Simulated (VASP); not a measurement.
# LaLuN2 (P4/nmm) in VASP: notebook

One crystal, LaLuN2, is run at these levels: PBE; tasks: relaxation of cell and atoms.

All numbers are computed with VASP 6.6.1; they aren't measurements. Logs are shortened: lines on timing, memory, paths and dates and some standing lists are left out, and cuts for length are marked.

## 1. Starting point

It takes space group P4/nmm (No. 129, tetragonal). The conventional cell has a = 3.647 Å, b = 3.647 Å, c = 10.294 Å, α = 90.00°, β = 90.00°, γ = 90.00°. Around La (site symmetry 4mm) lie 6 N at 2.57 to 2.69 Å. Lu (site symmetry 4mm) has 6 N at 2.46 to 2.58 Å as nearest neighbours. Around N (site symmetry 4mm) lie 1 Lu at 2.58 Å and 5 La at 2.58 to 2.69 Å. N (site symmetry 4mm) has 5 Lu at 2.46 to 2.58 Å and 1 La at 2.57 Å as nearest neighbours.

The cell was built by a generator and needn't be a form met in nature.

## 2. Relaxation of cell and atoms, PBE

INCAR reads:

```
ALGO = Normal
EDIFF = 1E-6
EDIFFG = -0.01
ENCUT = 520
GGA = PE
IBRION = 2
ISIF = 3
ISMEAR = 0
KPAR = 8
LASPH = T
LCHARG = F
LREAL = F
LWAVE = F
NELM = 120
NSW = 90
PREC = Accurate
SIGMA = 0.1
```

KPOINTS reads:

```
k-points
0
Gamma
  8 8 4
```

POSCAR reads:

```
LaLuN2
1.0
    3.6470000000      0.0000000000      0.0000000000
    0.0000000000      3.6470000000      0.0000000000
    0.0000000000      0.0000000000     10.2940000000
La Lu N
2 2 4
Direct
    0.0000000000      0.5000000000      0.8703128000
    0.5000000000      0.0000000000      0.1296872000
    0.0000000000      0.5000000000      0.3817757900
    0.5000000000      0.0000000000      0.6182242100
    0.5000000000      0.0000000000      0.8684670700
    0.0000000000      0.5000000000      0.6205556600
    0.5000000000      0.0000000000      0.3794443400
    0.0000000000      0.5000000000      0.1315329300
```

Potentials or basis: VASP PAW PBE potentials, release 64 (La, Lu, N).

Command:

```sh
$ cat potpaw_PBE.64/La/POTCAR potpaw_PBE.64/Lu/POTCAR potpaw_PBE.64/N/POTCAR > POTCAR
$ mpirun -np 8 vasp_std > vasp.out
```

OUTCAR:

```text
EDIFF = 1E-6
   EDIFFG = -0.01
   ENCUT = 520
   GGA = PE
   IBRION = 2
   ISIF = 3
   ISMEAR = 0
   LASPH = T
   LREAL = F
   NELM = 120
   NSW = 90
   PREC = Accurate

 ion  position               nearest neighbor table
   1  0.000  0.500  0.870-   6 2.57   5 2.58   5 2.58   5 2.58   5 2.58   8 2.69   4 3.66   4 3.66
                             4 3.66   4 3.66
   2  0.500  0.000  0.130-   7 2.57   8 2.58   8 2.58   8 2.58   8 2.58   5 2.69   3 3.66   3 3.66
                             3 3.66   3 3.66
   3  0.000  0.500  0.382-   6 2.46   8 2.58   7 2.58   7 2.58   7 2.58   7 2.58   4 3.55   4 3.55
                             4 3.55   4 3.55   2 3.66   2 3.66   2 3.66   2 3.66
   4  0.500  0.000  0.618-   7 2.46   5 2.58   6 2.58   6 2.58   6 2.58   6 2.58   3 3.55   3 3.55
                             3 3.55   3 3.55   1 3.66   1 3.66   1 3.66   1 3.66
   5  0.500  0.000  0.868-   4 2.58   1 2.58   1 2.58   1 2.58   1 2.58   2 2.69
   6  0.000  0.500  0.621-   3 2.46   1 2.57   4 2.58   4 2.58   4 2.58   4 2.58
   7  0.500  0.000  0.379-   4 2.46   2 2.57   3 2.58   3 2.58   3 2.58   3 2.58
   8  0.000  0.500  0.132-   3 2.58   2 2.58   2 2.58   2 2.58   2 2.58   1 2.69

  LATTYP: Found a simple tetragonal cell.
 ALAT       =     3.6470000000
 C/A-ratio  =     2.8225939128

  Lattice vectors:

 A1 = (   3.6470000000,   0.0000000000,   0.0000000000)
 A2 = (   0.0000000000,   3.6470000000,   0.0000000000)
 A3 = (   0.0000000000,   0.0000000000,  10.2940000000)

Analysis of symmetry for initial positions (statically):
=====================================================================
 Subroutine PRICEL returns:
 Original cell was already a primitive cell.

 Routine SETGRP: Setting up the symmetry group for a
 simple tetragonal supercell.

 Subroutine GETGRP returns: Found 16 space group operations
 (whereof  8 operations were pure point group operations)
 out of a pool of 16 trial point group operations.

The static configuration has the point symmetry D_2d.
 The point group associated with its full space group is D_4h.

Analysis of symmetry for dynamics (positions and initial velocities):
=====================================================================
 Subroutine PRICEL returns:
 Original cell was already a primitive cell.

 Routine SETGRP: Setting up the symmetry group for a
 simple tetragonal supercell.

 Subroutine GETGRP returns: Found 16 space group operations
 (whereof  8 operations were pure point group operations)
 out of a pool of 16 trial point group operations.

The dynamic configuration has the point symmetry D_2d.
 The point group associated with its full space group is D_4h.

 Subroutine INISYM returns: Found 16 space group operations
 (whereof  8 operations are pure point group operations),
 and found     1 'primitive' translations

----------------------------------------------------------------------------------------

                                     Primitive cell

  volume of cell :     136.9165

  direct lattice vectors                    reciprocal lattice vectors
     3.647000000  0.000000000  0.000000000     0.274197971  0.000000000  0.000000000
     0.000000000  3.647000000  0.000000000     0.000000000  0.274197971  0.000000000
     0.000000000  0.000000000 10.294000000     0.000000000  0.000000000  0.097143967

  length of vectors
     3.647000000  3.647000000 10.294000000     0.274197971  0.274197971  0.097143967

  position of ions in fractional coordinates (direct lattice)
     0.000000000  0.500000000  0.870312800
     0.500000000  0.000000000  0.129687200
     0.000000000  0.500000000  0.381775790
     0.500000000  0.000000000  0.618224210
     0.500000000  0.000000000  0.868467070
     0.000000000  0.500000000  0.620555660
     0.500000000  0.000000000  0.379444340
     0.000000000  0.500000000  0.131532930

  ion indices of the primitive-cell ions
   primitive index   ion index
                 1           1
                 2           2
                 3           3
                 4           4
                 5           5
                 6           6
                 7           7
                 8           8

----------------------------------------------------------------------------------------

 KPOINTS: k-points

Automatic generation of k-mesh.
 Grid dimensions read from file:
 generate k-points for:    8    8    4

 Generating k-lattice:

  Cartesian coordinates                     Fractional coordinates (reciprocal lattice)
     0.034274746  0.000000000  0.000000000     0.125000000  0.000000000  0.000000000
     0.000000000  0.034274746  0.000000000     0.000000000  0.125000000  0.000000000
     0.000000000  0.000000000  0.024285992     0.000000000  0.000000000  0.250000000

  Length of vectors
     0.034274746  0.034274746  0.024285992

  Shift w.r.t. Gamma in fractional coordinates (k-lattice)
     0.000000000  0.000000000  0.000000000

 Subroutine IBZKPT returns following result:
 ===========================================

 Found     45 irreducible k-points:

 Following reciprocal coordinates:
            Coordinates               Weight
  0.000000  0.000000  0.000000      1.000000
  0.125000  0.000000  0.000000      4.000000
  0.250000  0.000000  0.000000      4.000000
  0.375000  0.000000  0.000000      4.000000
  0.500000  0.000000  0.000000      2.000000
  0.125000  0.125000  0.000000      4.000000
[... 16 lines left out ...]
  0.375000  0.125000  0.250000     16.000000
  0.500000  0.125000  0.250000      8.000000
 [... further k-points ...]
   k-points           NKPTS =     45   k-points in BZ     NKDIM =     45   number of bands    NBANDS=     55
   number of dos      NEDOS =    301   number of ions     NIONS =      8
   total plane-waves  NPLWV =  62720
   dimension x,y,z NGX =    28 NGY =   28 NGZ =   80
   dimension x,y,z NGXF=    56 NGYF=   56 NGZF=  160
   ions per type =               2   2   4
   NGX,Y,Z   is equivalent  to a cutoff of  12.76, 12.76, 12.92 a.u.
   NGXF,Y,Z  is equivalent  to a cutoff of  25.53, 25.53, 25.84 a.u.
 SYSTEM =  unknown system
   PREC   = accura    normal or accurate (medium, high low for compatibility)
   ISTART =      0    job   : 0-new  1-cont  2-samecut
   ICHARG =      2    charge: 1-file 2-atom 10-const
   ISPIN  =      1    spin polarized calculation?
   LNONCOLLINEAR =      F non collinear calculations
   LSORBIT =      F    spin-orbit coupling
   LASPH  =      T    aspherical Exc in radial PAW
   ENCUT  =  520.0 eV  38.22 Ry    6.18 a.u.   6.78  6.78 19.14*2*pi/ulx,y,z
   NELM   =    120;   NELMIN=  2; NELMDL= -5     # of ELM steps
   EDIFF  = 0.1E-05   stopping-criterion for ELM
   LREAL  =      F    real-space projection
   EDIFFG = -.1E-01   stopping-criterion for IOM
   NSW    =     90    number of steps for IOM
   IBRION =      2    ionic relax: 0-MD 1-quasi-New 2-CG
   NFREE  =      1    steps in history (QN), initial steepest desc. (CG)
   ISIF   =      3    stress and relaxation
   ISYM   =      2    0-nonsym 1-usesym 2-fastsym
   POTIM  = 0.5000    time-step for ionic-motion
   TEBEG  =    0.0;   TEEND  =   0.0 temperature during run
   PSTRESS=    0.0 pullay stress
   NELECT =      92.0000    total number of electrons
   NUPDOWN=      -1.0000    fix difference up-down
   EMIN   =  10.00;   EMAX   =-10.00  energy-range for DOS
   EFERMI =   0.00;   METHOD = LEGACY
   ISMEAR =     0;   SIGMA  =   0.10  broadening in eV -4-tet -1-fermi 0-gaus
   EFERMI_NEDOS =   21; number of points for ismear=-14 and -15
   IALGO  =     38    algorithm
   IMIX   =      4    mixing-type and parameters
     AMIX     =   0.40;   BMIX     =  1.00
     AMIX_MAG =   1.60;   BMIX_MAG =  1.00
  volume/ion in A,a.u.               =      17.11       115.49
  Fermi-wavevector in a.u.,A,eV,Ry     =   1.433900  2.709678 27.974521  2.056069
  Thomas-Fermi vector in A             =   2.553368
   LORBIT       =      0    0 simple, 1 ext, 2 COOP (PROOUT), +10 PAW based schemes
   GGA     = PE    functional components
   LHFCALC =     F    Hartree Fock is set to
   AEXX    =    0.0000 exact exchange contribution
   IVDW    =     0    specifies the selected vdW correction
   LEPSILON=     F    determine dielectric tensor
   LRPA    =     F    only Hartree local field effects (RPA)
 conjugate gradient relaxation of ions
 non-spin polarized calculation
 Gauss-broadening in eV      SIGMA  =   0.10
  energy-cutoff  :      520.00
  volume of cell :      136.92
 maximum number of plane-waves:      3732
 NGX is ok and might be reduce to    28
   NGX = 13   NGY = 13   NGZ = 39

--------------------------------------- Ionic step        1  -------------------------------------------

 number of electron      91.9999992 magnetization

 Free energy of the ion-electron system (eV)
  ---------------------------------------------------
  ext. energy  EPLUGINS =         0.00000000
  ---------------------------------------------------
  free energy    TOTEN  =       -63.39424360 eV

  energy without entropy =      -63.39133167  energy(sigma->0) =      -63.39278763

------------------------ aborting loop because EDIFF is reached ----------------------------------------

  FORCE on cell =-STRESS in cart. coord.  units (eV):
  Direction    XX          YY          ZZ          XY          YZ          ZX
  --------------------------------------------------------------------------------------
  -------------------------------------------------------------------------------------
  Total       -5.2772620     -5.2772620     -6.3697980      0.0000000      0.0000000     -0.0000000
  in kB      -61.7537798    -61.7537798    -74.5384840      0.0000000      0.0000000     -0.0000000
  external PRESSURE =     -66.0153479 kB  Pullay stress =       0.0000000 kB
[... 107 lines left out ...]
  FREE ENERGIE OF THE ION-ELECTRON SYSTEM (eV)
  ---------------------------------------------------
  free  energy   TOTEN  =       -63.5996911052 eV

  energy  without entropy=      -63.5965806770  energy(sigma->0) =      -63.59813589

[... ionic steps 4 to 30 ...]

--------------------------------------- Ionic step       31  -------------------------------------------

 number of electron      92.0000011 magnetization

------------------------ aborting loop because EDIFF is reached ----------------------------------------

  FORCE on cell =-STRESS in cart. coord.  units (eV):
  Direction    XX          YY          ZZ          XY          YZ          ZX
  --------------------------------------------------------------------------------------
  -------------------------------------------------------------------------------------
  Total        0.0825813      0.0825813      0.0233533      0.0000000      0.0000000     -0.0000000
  in kB        1.0098194      1.0098194      0.2855689      0.0000000      0.0000000     -0.0000000
  external PRESSURE =       0.7684025 kB  Pullay stress =       0.0000000 kB
[... 69 lines left out ...]
  energy  without entropy=      -63.8540683052  energy(sigma->0) =      -63.85514684

--------------------------------------- Ionic step       33  -------------------------------------------

 number of electron      92.0000011 magnetization

 Free energy of the ion-electron system (eV)
  ---------------------------------------------------
  ext. energy  EPLUGINS =         0.00000000
  ---------------------------------------------------
  free energy    TOTEN  =       -63.85622713 eV

  energy without entropy =      -63.85406941  energy(sigma->0) =      -63.85514827

 E-fermi :   6.0911     XC(G=0): -11.2688

 val. band max:        6.0537829925   @ k =   0.5000   0.5000   0.2500
 cond. band min:       6.0947164330   @ k =   0.5000   0.5000   0.5000
 fundamental gap:      0.0409334406
 Fermi energy:         6.0910921752

 k-point     1 :       0.0000    0.0000    0.0000
  band No.  band energies     occupation
      1     -48.7056      2.00000
      2     -48.6811      2.00000
      3     -25.1960      2.00000
      4     -25.1127      2.00000
      5     -19.5603      2.00000
      6     -19.4079      2.00000
[... 1381 lines left out ...]
     54       9.7452      0.00000
     55      10.1314      0.00000

 [... further k-points ...]

------------------------ aborting loop because EDIFF is reached ----------------------------------------

  FORCE on cell =-STRESS in cart. coord.  units (eV):
  Direction    XX          YY          ZZ          XY          YZ          ZX
  --------------------------------------------------------------------------------------
  -------------------------------------------------------------------------------------
  Total       -0.0081355     -0.0081355     -0.0604721      0.0000000      0.0000000      0.0000000
  in kB       -0.0994030     -0.0994030     -0.7388740      0.0000000      0.0000000      0.0000000
  external PRESSURE =      -0.3125600 kB  Pullay stress =       0.0000000 kB
[... 23 lines left out ...]
  FREE ENERGIE OF THE ION-ELECTRON SYSTEM (eV)
  ---------------------------------------------------
  free  energy   TOTEN  =       -63.8562271329 eV

  energy  without entropy=      -63.8540694059  energy(sigma->0) =      -63.85514827

 reached required accuracy - stopping structural energy minimisation
```

Run time: 19 min. Hardware: 8 MPI ranks of Intel Xeon Platinum 8559C (Emerald Rapids), shared host; peak memory 0.51 GiB.

Results:

```
Free energy                            : -63.8562 eV
Relaxed volume                         : 16.39 Å³/atom
Relaxed cell                           : a = 3.551 Å, b = 3.551 Å, c = 10.397 Å, α = 90.00°, β = 90.00°, γ = 90.00°
Space group after relaxing (to 0.05 Å) : P4/nmm (No. 129)
Energy gained by relaxing              : 57.7 meV/atom
Ionic steps                            : 33
Pressure after relaxing                : 0.0 GPa
Largest force after relaxing           : 0.007 eV/Å
Band gap on the k mesh                 : none (metal or under the smearing width)
```

Forces in eV/Å, atoms in the order of the input:
```
La   0.000  0.000  0.005
La   0.000  0.000 -0.005
Lu   0.000  0.000  0.000
Lu   0.000  0.000  0.000
N    0.000  0.000 -0.007
N    0.000  0.000 -0.004
N    0.000  0.000  0.004
N    0.000  0.000  0.007
```

The path:
```csv
step,energy change (eV),largest force (eV/Å),pressure (GPa),volume (Å³)
1,0.0000,0.7525,-6.60,136.92
2,-0.0940,0.6545,7.60,123.41
3,-0.2054,0.6198,0.92,128.90
4,-0.2751,0.5037,0.78,129.09
5,-0.3226,0.4456,0.65,129.43
6,-0.3665,0.3129,-1.31,131.10
7,-0.3778,0.3100,-1.94,132.05
8,-0.4118,0.3347,-0.44,130.64
9,-0.4247,0.3524,1.17,129.20
10,-0.4462,0.2067,1.01,129.36
11,-0.4535,0.1634,0.90,129.50
12,-0.4565,0.1263,-0.55,130.96
13,-0.4572,0.1010,-0.14,130.52
14,-0.4585,0.0568,-0.03,130.52
15,-0.4590,0.0566,0.05,130.51
16,-0.4596,0.0508,-0.03,130.61
17,-0.4598,0.0602,0.12,130.67
18,-0.4598,0.0779,-0.13,130.79
19,-0.4599,0.0714,-0.14,130.75
20,-0.4602,0.0688,-0.01,130.67
21,-0.4604,0.0686,0.40,130.44
22,-0.4605,0.0600,0.33,130.50
23,-0.4607,0.0585,0.39,130.54
24,-0.4614,0.0455,0.26,130.69
25,-0.4618,0.0383,0.11,130.97
26,-0.4619,0.0304,-0.02,131.06
27,-0.4619,0.0253,-0.07,131.13
28,-0.4619,0.0233,-0.08,131.15
29,-0.4619,0.0188,-0.07,131.21
30,-0.4620,0.0054,-0.14,131.16
31,-0.4619,0.0378,0.08,131.02
32,-0.4620,0.0104,-0.01,131.11
33,-0.4620,0.0070,-0.03,131.13
```

Final structure:
```
CELL_PARAMETERS angstrom
3.55141 0.00000 0.00000
0.00000 3.55141 0.00000
0.00000 0.00000 10.39664
ATOMIC_POSITIONS crystal
La 0.00000 0.50000 0.85345
La 0.50000 0.00000 0.14655
Lu 0.00000 0.50000 0.38846
Lu 0.50000 0.00000 0.61154
N 0.50000 0.00000 0.83570
N 0.00000 0.50000 0.61234
N 0.50000 0.00000 0.38766
N 0.00000 0.50000 0.16430
```

## 3. Relaxation of cell and atoms, PBE

This run uses another cell than the first one, of 16.39 Å³/atom, 0.958 times its volume.

INCAR reads:

```
ALGO = Normal
EDIFF = 1E-7
EDIFFG = -0.005
ENCUT = 520
GGA = PE
IBRION = 2
ISIF = 3
ISMEAR = 0
KPAR = 8
LASPH = T
LCHARG = F
LREAL = F
LWAVE = F
NELM = 120
NSW = 60
POTIM = 0.3
PREC = Accurate
SIGMA = 0.1
```

KPOINTS is that of step 2.

POSCAR reads:

```
LaLuN2                                  
1.0
    3.5514127591     -0.0000000000     -0.0000000000
   -0.0000000000      3.5514127591      0.0000000000
   -0.0000000000      0.0000000000     10.3966428635
  La              Lu              N             
     2     2     4
Direct
     0.0000000000000000    0.5000000000000000    0.8534532020101890
     0.5000000000000000    0.0000000000000000    0.1465467979898108
     0.0000000000000000    0.5000000000000000    0.3884602857116729
     0.5000000000000000    0.0000000000000000    0.6115397142883272
     0.5000000000000000    0.0000000000000000    0.8357046874415384
     0.0000000000000000    0.5000000000000000    0.6123410456232559
     0.5000000000000000    0.0000000000000000    0.3876589543767441
     0.0000000000000000    0.5000000000000000    0.1642953125584618
```

Potentials or basis: VASP PAW PBE potentials, release 64 (La, Lu, N).

Command:

```sh
$ cat potpaw_PBE.64/La/POTCAR potpaw_PBE.64/Lu/POTCAR potpaw_PBE.64/N/POTCAR > POTCAR
$ mpirun -np 8 vasp_std > vasp.out
```

It took 3.2 min on 8 MPI ranks of Intel Xeon Platinum 8559C (Emerald Rapids), shared host; peak memory 0.48 GiB.

Results (log left out):

| Property | Result |
| --- | --- |
| Free energy | -63.8531 eV |
| Relaxed volume | 16.38 Å³/atom |
| Relaxed cell | a = 3.551 Å, b = 3.551 Å, c = 10.393 Å, α = 90.00°, β = 90.00°, γ = 90.00° |
| Space group after relaxing (to 0.05 Å) | P4/nmm (No. 129) |
| Energy gained by relaxing | 0.0 meV/atom |
| Ionic steps | 7 |
| Pressure after relaxing | 0.0 GPa |
| Band gap on the k mesh | none (metal or under the smearing width) |

Forces in eV/Å, atoms in the order of the input:
```
La   0.000  0.000  0.003
La   0.000  0.000 -0.003
Lu   0.000  0.000  0.000
Lu   0.000  0.000  0.000
N    0.000  0.000 -0.001
N    0.000  0.000  0.001
N    0.000  0.000 -0.001
N    0.000  0.000  0.001
```

Final structure:
```
CELL_PARAMETERS angstrom
3.55100 0.00000 0.00000
0.00000 3.55100 0.00000
0.00000 0.00000 10.39341
ATOMIC_POSITIONS crystal
La 0.00000 0.50000 0.85349
La 0.50000 0.00000 0.14651
Lu 0.00000 0.50000 0.38847
Lu 0.50000 0.00000 0.61153
N 0.50000 0.00000 0.83567
N 0.00000 0.50000 0.61233
N 0.50000 0.00000 0.38767
N 0.00000 0.50000 0.16433
```

Levels at points of the mesh, in eV from the Fermi level:
```
           k point  band 42  band 43  band 44  band 45  band 46  band 47  band 48  band 49  band 50  band 51
(0.00, 0.00, 0.00)    -0.63    -0.63    -0.43    -0.34    -0.34    -0.12     0.68     1.07     2.39     2.82
(0.50, 0.00, 0.00)    -2.44    -2.14    -2.14    -1.52    -1.52     2.74     2.74     3.43     3.43     3.59
(0.50, 0.50, 0.00)    -0.76    -0.68    -0.68    -0.07    -0.07     0.73     0.73     2.52     2.52     3.32
(0.00, 0.00, 0.50)    -0.76    -0.73    -0.73    -0.34    -0.34     0.08     0.19     1.64     2.35     3.14
(0.50, 0.00, 0.50)    -2.22    -2.16    -2.16    -1.88    -1.88     2.79     2.79     3.50     3.50     3.60
(0.50, 0.50, 0.50)    -1.24    -0.63    -0.63     0.00     0.00     1.09     1.09     1.51     1.51     3.72
```
